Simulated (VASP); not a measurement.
These are PW91 GGA, VASP's PBE PAW potentials (set 64) (plane waves; VASP 6.6.1) values and carry that method's errors.

Input for VASP

**KPOINTS**
```
Automatic mesh
0
Gamma
7 7 7
0 0 0
```

File POSCAR:
```
CdF2
2.7656040
  0.0000000000   0.9999998873   0.9999998873
  0.9999998873   0.0000000000   0.9999998873
  0.9999998873   0.9999998873   0.0000000000
Cd F
1 2
Cart
  0.0000000000   0.0000000000   0.0000000000
  0.4999999436   0.4999999436   0.4999999436
  1.4999998309   1.4999998309   1.4999998309
```

### INCAR
```
# general
SYSTEM   =  CdF2
PREC     =  Accurate
ENCUT    =  520
LREAL    =  .FALSE.
LASPH    =  .TRUE.   # aspherical one-centre terms

# electronic loop
EDIFF    =  1E-7
NELM     =  100
ALGO     =  Normal   # blocked Davidson
LMAXMIX  =  4   # l cut-off of mixed one-centre charges

# smearing
ISMEAR   =  0   # Gaussian
SIGMA    =  0.05

# functional
GGA      =  91

# ions
ISIF     =  2

# output
LWAVE    =  .FALSE.
LCHARG   =  .FALSE.
```

POTCAR, in this order: Cd F (PBE.64 set). Program: vasp_std.

Problem. Estimate the energy per atom (σ→0), pressure.

Solution. 
```json
{
  "energy per atom (σ→0)": "-3.679 eV/atom",
  "pressure": "-2.50 GPa"
}
```

**OSZICAR**
```
...
DAV:   9    -0.110359401406E+02    0.11287E-01   -0.47835E-02   760   0.245E+00    0.123E-01
DAV:  10    -0.110364920679E+02   -0.55193E-03   -0.41204E-03   697   0.825E-01    0.135E-01
DAV:  11    -0.110365989115E+02   -0.10684E-03   -0.28060E-04   760   0.211E-01    0.596E-02
DAV:  12    -0.110366629157E+02   -0.64004E-04   -0.17117E-04   699   0.114E-01    0.143E-02
DAV:  13    -0.110366667879E+02   -0.38722E-05   -0.81243E-06   774   0.290E-02    0.925E-03
DAV:  14    -0.110366671351E+02   -0.34726E-06   -0.37901E-06   700   0.276E-02    0.204E-03
DAV:  15    -0.110366672112E+02   -0.76025E-07   -0.16687E-07   587   0.600E-03
   1 F= -.11036667E+02 E0= -.11036667E+02  d E =-.111665E-10
```

The compound is CdF2 in the fluorite structure. This cell is one point of a volume scan, at 1.03 of the reference volume.
